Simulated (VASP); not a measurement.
The system is KRu.

```
CELL_PARAMETERS angstrom
2.82142 0.00000 0.00000
-1.41071 2.44342 0.00000
0.00000 0.00000 5.74680
ATOMIC_POSITIONS crystal
K 0.00000 0.00000 0.50000
Ru 0.66667 0.33333 0.00000
```

The cell was built by a generator and needn't be a form met in nature.

```yaml
Program: VASP 6.6.1
Task: single point
Functional: PBE
Potentials_or_basis: VASP PAW PBE potentials, release 64 (K_sv, Ru_pv)
Cutoff: 520 eV
k_mesh: 11 × 11 × 5
Occupations: fermi-dirac, width 0.05 eV
Spin: no spin polarisation
```

On this cell: pressure 0.3 GPa; largest force under 0.003 eV/Å; band gap on the k mesh none (metal or under the smearing width).

The same run follows on a disturbed copy (atoms moved at random, drawn with an rms of 0.05 Å):

```
K Ru
1.0
     2.82142    0.00000    0.00000
    -1.41071    2.44342    0.00000
     0.00000    0.00000    5.74680
K Ru
1 1
Direct
  0.01669 0.99194 0.50461
  0.67047 0.34153 0.00458
```

Q: What changes?

A: The energy (extrapolated to zero smearing) moves by +0.3 meV/atom; pressure 0.3 GPa; largest force 0.018 eV/Å; band gap on the k mesh none (metal or under the smearing width).

Forces in eV/Å, atoms in the order of the input:
```
K   -0.015  0.010  0.000
Ru   0.015 -0.010  0.000
```

Stress tensor (GPa, compression positive):
```
0.31 0.19 0.00
0.19 0.56 0.00
0.00 0.00 0.00
```
